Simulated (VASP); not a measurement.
**Cu: relaxation of cell and atoms with PBE**

Cu:

```
CELL_PARAMETERS angstrom
0.00000 1.80750 1.80750
1.80750 0.00000 1.80750
1.80750 1.80750 0.00000
ATOMIC_POSITIONS crystal
Cu 0.00000 0.00000 0.00000
```

```
Program                : VASP 6.6.1
Task                   : relaxation of cell and atoms
Functional             : PBE
Potentials or basis    : VASP PAW PBE potentials, release 64 (Cu)
Cutoff                 : 520 eV
k mesh                 : 20 × 20 × 20
Occupations            : gaussian, width 0.1 eV
Spin                   : collinear spin, ferromagnetic start
Starting moments       : [1] μB
Further INCAR settings : ALGO = Normal; EDIFF = 1e-07; IBRION = 2; EDIFFG = -0.002; NSW = 80; ISIF = 3
```

```json
{
  "Relaxed volume": "12.00 Å³/atom",
  "Relaxed cell": "a = 2.570 Å, b = 2.570 Å, c = 2.570 Å, α = 60.00°, β = 60.00°, γ = 60.00°",
  "Space group after relaxing (to 0.05 Å)": "Fm-3m (No. 225)",
  "Energy gained by relaxing": "1.3 meV/atom",
  "Ionic steps": "3",
  "Pressure after relaxing": "0.0 GPa",
  "Band gap on the k mesh": "none (metal or under the smearing width)",
  "Net moment": "0.00 μB per cell",
  "Valence electrons inside the program's atomic spheres": "Cu 9.98"
}
```

Step by step:
```tsv
step	energy change (eV)	largest force (eV/Å)	pressure (GPa)	volume (Å³)
1	0.0000	0.0000	2.31	11.81
2	-0.0009	0.0000	-1.20	12.10
3	-0.0013	0.0000	0.01	12.00
```

Final structure:
```
CELL_PARAMETERS angstrom
0.00000 1.81699 1.81699
1.81699 0.00000 1.81699
1.81699 1.81699 0.00000
ATOMIC_POSITIONS crystal
Cu 0.00000 0.00000 0.00000
```

Levels at points of the mesh, in eV from the Fermi level:
Spin up:
```tsv
k point	band 4	band 5	band 6	band 7	band 8	band 9
(0.00, 0.00, 0.00)	-2.95	-2.15	-2.15	22.49	25.02	25.02
(0.50, 0.00, 0.00)	-1.59	-1.59	-0.93	3.71	20.99	21.85
(0.50, 0.50, 0.00)	-1.45	-1.45	1.54	7.03	12.99	12.99
```
Spin down:
```
           k point  band 2  band 3  band 4  band 5  band 6  band 7  band 8  band 9  band 10
(0.00, 0.00, 0.00)   -2.95   -2.95   -2.95   -2.15   -2.15   22.49   25.02   25.02    25.02
(0.50, 0.00, 0.00)   -2.98   -2.98   -1.59   -1.59   -0.93    3.71   20.99   21.85    21.85
(0.50, 0.50, 0.00)   -4.31   -1.61   -1.45   -1.45    1.54    7.03   12.99   12.99    17.44
```

Run time: 79 s on 1 thread of Intel(R) Xeon(R) Platinum 8488C (Sapphire Rapids), on a shared host, peak memory 0.18 GiB.

PBE usually gives volumes a little too large and moduli too small. Zero-point motion and thermal expansion aren't in these numbers.
